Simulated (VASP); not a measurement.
A run of VASP 6.6.1:

The input INCAR:

```
SYSTEM = Hf
PREC = Accurate
ENCUT = 520
EDIFF = 1E-7
ISMEAR = 0
SIGMA = 0.1
LREAL = .False.
LASPH = .True.
NELM = 60
ALGO = Normal
ISIF = 3
LWAVE = .False.
LCHARG = .False.
GGA = PS
IBRION = 2
NSW = 80
EDIFFG = -0.002
PSTRESS = 500.0
```

The input KPOINTS:

```
Automatic mesh
0
Gamma
  3 3 2
  0 0 0
```

The input POSCAR:

```
Hf
1.0
    3.1967000000      0.0000000000      0.0000000000
   -1.5983500000      2.7684234100      0.0000000000
    0.0000000000      0.0000000000      5.0578000000
Hf
2
Direct
    0.3333333300      0.6666666700      0.2500000000
    0.6666666700      0.3333333300      0.7500000000
```

Potentials or basis: VASP PAW PBE potentials, release 64 (Hf_pv).

Launch:

```bash
$ cat potpaw_PBE.64/Hf_pv/POTCAR > POTCAR
$ mpirun -np 1 vasp_std > vasp.out
```

Hardware: 1 thread of Intel(R) Xeon(R) Platinum 8488C (Sapphire Rapids), on a shared host.

Problem. How long does it take, and how much memory?

Solution. It took 62 s on 1 thread of Intel(R) Xeon(R) Platinum 8488C (Sapphire Rapids) (shared host), peak memory 0.17 GiB. Counts: scf iterations 135, k points 6, ion steps 16.
